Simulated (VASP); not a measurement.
Runs of VASP 6.6.1 on BAs. The structure is cubic, space group F-43m (No. 216). The conventional cell has a = 4.816 Å, b = 4.816 Å, c = 4.816 Å, α = 90.00°, β = 90.00°, γ = 90.00°. Around B (site symmetry -43m) lie 4 As at 2.09 Å. As (site symmetry -43m) has 4 B at 2.09 Å as nearest neighbours. 

| task | cell | gap on the mesh (eV) | pressure (GPa) |
| --- | --- | --- | --- |
| single point | as given | 1.21 | 0.0 |
| vibrations by finite differences | a relaxed cell with its volume scaled by 0.98 | 1.19 | (a) |
| relaxation of cell and atoms | relaxed | 1.21 | 0.0 |
| Born charges and dielectric tensor | as given | 1.21 | - |
| single point | a relaxed cell with its volume scaled by 0.91 | 1.12 | 15.1 |
| single point | a relaxed cell with its volume scaled by 1.03 | (c) | -3.7 |
| band structure | as given | 1.21 | - |
| single point | a relaxed cell with its volume scaled by 0.94 | 1.15 | (b) |

Alike in all rows: level PBE; potentials or basis VASP PAW PBE potentials, release 64 (B, As); no spin polarisation; k mesh 8 × 8 × 8; cutoff (eV) 520; smearing gaussian 0.02 eV.

Task: Estimate the missing entries.

Result: (a) 2.8; (b) 9.3; (c) 1.24.

Caveats: the relaxation stopped at its first step, so nothing moved (some runs); so large a pressure means that the cell lies far from this level's equilibrium, or that cutoff or potentials fall short (some runs).

A k mesh can miss the band edges, and the runs leave out spin-orbit coupling on As.
